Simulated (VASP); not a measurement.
Energy against volume of MgH₂ (rutile). Method: PBEsol GGA, VASP's PBE PAW potentials (set 64) (plane waves; VASP 6.6.1). Numerical set-up: 520 eV cut-off, 5×5×7 Γ-centred mesh, Gaussian smearing of 0.050 eV, potentials Mg H.

Shape and ions are relaxed at each volume.

```json
[
 {"V (Å³/atom)": "9.744", "E (eV/atom)": "-2.95537"},
 {"V (Å³/atom)": "10.045", "E (eV/atom)": "-2.95667"},
 {"V (Å³/atom)": "10.346", "E (eV/atom)": "-2.95513"},
 {"V (Å³/atom)": "10.648", "E (eV/atom)": "-2.95112"}
]
```

Task: Fit these four points and predict the energy of the run at 9.442 Å³/atom.

Result: A cubic in V^(−2/3), the third-order Birch-Murnaghan form, passes through the four points with V0 = 10.02 Å³/atom and B0 = 51 GPa, and gives -2.9508 eV/atom there. The run gave -2.9508 eV/atom, -0.0 meV/atom from the fit; all five points give B0 = 51 GPa.

The compound is MgH2 in the rutile structure. It was relaxed first.
